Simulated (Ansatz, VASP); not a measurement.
# Cross-check of Ge (Germanium) between VASP and Ansatz, part 2 of 2

One calculation is typed for both programs; each brings its own data sets and cutoff. How far apart do they land? The cell is taken from a series of VASP runs on this material, whose earlier steps may have relaxed, scaled or displaced it; both programs get it as it stands.

VASP 6.6.1 and Ansatz 0.2.0.

So far. Step 4 (Comparison): The walks stopped with 0.00 GPa left in Ansatz and 0.00 GPa in VASP; each walk ends within a tolerance, so the volume difference is uncertain by about these residues over the bulk modulus, most in soft cells.

## Step 5: VASP: zone-centre phonons, PBEsol with D3(BJ)

Level of this step: PBEsol with D3(BJ); plane waves and PAW (Ge_d) (VASP).

Second derivatives magnify differences that forces hide, and they need a tight electronic threshold. The cell compared in this pair holds 44.24 Å³, against 47.50 Å³ for the pair before.

File INCAR:

```
SYSTEM = Ge
PREC = Accurate
ENCUT = 450
EDIFF = 1E-08
NELM = 100
ISMEAR = 0
SIGMA = 0.05
LREAL = .FALSE.
ALGO = Normal
GGA = PS
IVDW = 12
NBANDS = 20
LORBIT = 11
LWAVE = .FALSE.
LCHARG = .FALSE.
KPAR = 4
IBRION = 6
NFREE = 2
POTIM = 0.015
NSW = 1
ISIF = 2
```

File POSCAR:

```
Ge
1.0
    0.0000000000      2.8070942930      2.8070942930
    2.8070942930      0.0000000000      2.8070942930
    2.8070942930      2.8070942930      0.0000000000
Ge
2
Direct
    0.7500000000      0.7500000000      0.7500000000
    0.5000000000      0.5000000000      0.5000000000
```

File KPOINTS:

```
Automatic mesh
0
Gamma
10 10 10
0 0 0
```

PAW data sets: Ge_d (PBE family, release 64).

Command:

```console
mpirun -np 4 vasp_std
```

Numbers of over 12 decimals in the logs are rounded to 6 here.

What it wrote:

```text
[banner, memory and clock lines left out]
running    4 mpi-ranks, on    1 nodes
[...]
|                                                                             |
|               ----> ADVICE to this user running VASP <----                  |
|                                                                             |
|     You enforced a specific xc type in the INCAR file but a different       |
|     [... a line on the potential file left out ...]
|     I HOPE YOU KNOW WHAT YOU ARE DOING!                                     |
|                                                                             |

 LDA part: xc-table for (Slater+PW92), standard interpolation
 POSCAR, INCAR and KPOINTS ok, starting setup
[...]
entering main loop
       N       E                     dE             d eps       ncg     rms          rms(c)
DAV:   1     0.175534194764E+03    0.17553E+03   -0.13911E+04  2096   0.357E+03
DAV:   2     0.139820585372E+02   -0.16155E+03   -0.15685E+03  1892   0.558E+02
[...]
DAV:   5    -0.986316241182E+01    0.11644E-06   -0.12203E-06  8484   0.155E-02    0.757E-04
DAV:   6    -0.986316240633E+01    0.54888E-08   -0.74639E-08  7548   0.274E-03
   2 F= -.10422444E+02 E0= -.10422431E+02  d E =-.274161E-04
 Finite differences progress:
  Degree of freedom:   1/  1
  Displacement:        1/  2
  Total:               1/  2
[...]
N       E                     dE             d eps       ncg     rms          rms(c)
DAV:   1    -0.986043930936E+01    0.27231E-02   -0.24728E+00  7836   0.125E+01    0.111E-01
DAV:   2    -0.986317771061E+01   -0.27384E-02   -0.28814E-02  7508   0.172E+00    0.658E-02
DAV:   3    -0.986316401856E+01    0.13692E-04   -0.67446E-04  9712   0.288E-01    0.140E-02
DAV:   4    -0.986316300110E+01    0.10175E-05   -0.32039E-05  8224   0.610E-02    0.424E-03
DAV:   5    -0.986316256796E+01    0.43314E-06   -0.25538E-06  9096   0.202E-02    0.103E-03
DAV:   6    -0.986316259057E+01   -0.22616E-07   -0.26839E-07  7640   0.580E-03    0.361E-04
DAV:   7    -0.986316259803E+01   -0.74569E-08   -0.23839E-08  6500   0.138E-03
   3 F= -.10422445E+02 E0= -.10422431E+02  d E =-.274333E-04
 Finite differences progress:
  Degree of freedom:   1/  1
  Displacement:        2/  2
  Total:               2/  2
```

From OUTCAR (step 5):

```text
 Edisp (eV)   -0.55928

 Edisp (eV)   -0.55928

  Total      -0.01134    -0.00897    -0.00897     0.00000     0.13904     0.00000
  in kB      -0.41057    -0.32495    -0.32495     0.00000     5.03543     0.00000
  external pressure =       -0.35 kB  Pullay stress =        0.00 kB

 POSITION                                       TOTAL-FORCE (eV/Angst)
 -----------------------------------------------------------------------------------
      4.19564      4.21064      4.21064         0.177592      0.000000      0.000000
      2.80709      2.80709      2.80709        -0.177592      0.000000      0.000000
 -----------------------------------------------------------------------------------
    total drift:                                0.001741      0.000001      0.000000

  FREE ENERGIE OF THE ION-ELECTRON SYSTEM (eV)
  ---------------------------------------------------
  free  energy   TOTEN  =       -10.4224446070 eV

  energy  without entropy=      -10.4224171737  energy(sigma->0) =      -10.42243089

[... 1 part as in an earlier step ...]

[... 2 further parts left out ...]
[key lines of the parts left out:]
E-fermi :   5.2045
```

The last energy, forces, stress and levels in OUTCAR belong to the last displaced cell, not to the cell of POSCAR.

## Step 6: Ansatz: zone-centre phonons, PBEsol with D3(BJ)

The same cell, functional, mesh and smearing now go to Ansatz, which takes its cutoff from its data sets.

The cell is taken from a series of VASP runs on this material, whose earlier steps may have relaxed, scaled or displaced it; both programs get it as it stands.

File input.yaml:

```yaml
crystal:
  lattice:
    - [0.0, 2.807094293, 2.807094293]
    - [2.807094293, 0.0, 2.807094293]
    - [2.807094293, 2.807094293, 0.0]
  atoms:
    - { symbol: Ge, position: [0.75, 0.75, 0.75] }
    - { symbol: Ge, position: [0.5, 0.5, 0.5] }
hamiltonian:
  xc: pbesol
  pseudopotentials: { kind: paw }
  dispersion: d3bj
kpoints:
  mp_grid: { grid: [10, 10, 10] }
scf:
  occupations: { method: gaussian, width: 0.05 }
phonons:
  method: dfpt
  qpoints: [[0, 0, 0]]
```

Command:

```console
ansatz run input.yaml --threads 4 --pin off --max-ram 9216MiB --backend cpu --events-out ev --progress --plain --runs-dir out
```

What it wrote:

```text
zone centre: on kpoints.mp_grid the ground state, and the responses unless they are solved on pairs of k-points, stand on 102 of the mesh's 1000 k-points, reduced under 8 symmetry operations, with k and −k counted as one. Each operation leaves every solved displacement unchanged or reverses it
[...]
Crystal: 2 atoms, lattice volume = 44.239 Å³
[...]
ASR residual per site (eV/Å²): 3.65e-6 3.65e-6
  Γ frequencies (cm⁻¹): 0.00 0.00 0.00 299.32 299.32 299.32
  non-analytic LO–TO correction: not included (Born effective charges unavailable; polar crystals: no LO–TO splitting at Γ)
--- Phonons (arbitrary-q DFPT): 1 explicit q-point ---
  q = [0, 0, 0] (of the zone-centre solve; hermiticity 1.04e-13, symmetrization 9.87e-14): -0.00 -0.00 0.00 299.32 299.32 299.32
  sum rule: each row above includes the acoustic sum rule's correction from the zone centre's row sums; it moved no ω² by more than (0.12 cm⁻¹)²
[key lines of the parts left out:]
SCF converged after 9 iterations
Free energy (F): -8507.539763 eV
Fermi energy:    8.844574 eV
```

Elapsed: 5 s, on 4 threads of Arm Neoverse V1, shared host; peak memory 0.57 GiB.

## Step 7: Comparison

What differs besides the data sets and the points named for the pairs above, as far as they apply: Ansatz makes its cores anew for this functional, VASP keeps those of its PBE data sets; Ansatz takes the dispersion share of the force constants at frozen C6 weights, VASP differentiates the full forces; VASP uses finite displacements, Ansatz perturbation theory. Total energies have different zeros and are not compared.

The two programs side by side:

```csv
quantity,Ansatz,VASP,difference
optical mode 1 to 3 (cm⁻¹),299.3,297.8,+0.51 %
```

Modes are paired by rising frequency and degeneracy, not by their patterns, so a pair may still set unlike modes beside each other.

## Step 8: Outcome

```
difference in volume (relaxation of cell and atoms, PBE)                                                                         : 0.55 %
r.m.s. difference of the optical zone-centre modes, each program's sorted by frequency (zone-centre phonons, PBEsol with D3(BJ)) : 1.5 cm⁻¹
difference in optical mode 1 to 3 (zone-centre phonons, PBEsol with D3(BJ))                                                      : +0.5 %
```

**Reading.** The difference in volume is 0.55 % (relaxation of cell and atoms, PBE), within the 1.2 % picked in this series as the mark of a large difference, as far as the stopping tolerances let one tell. Among the rows given in per cent, the largest difference of the zone-centre phonons, PBEsol with D3(BJ) pair is in optical mode 1 to 3, +0.5 %. Such differences can come from data sets, numerical settings and the points named under the comparisons, not from the functional's error against experiment.

[Lines on the potential files, build, host, timing and source positions are cut from VASP's logs without a mark.]

[Logs are printed without paths, hosts, clocks, repeated set-up lines and the standing remarks that a program may print on its own settings, such as how far it seeks lower states.]

[Hosts, paths, dates, database ids (printed as entryN), source tags and the programs' standing remarks are cut or masked in the printed files.]
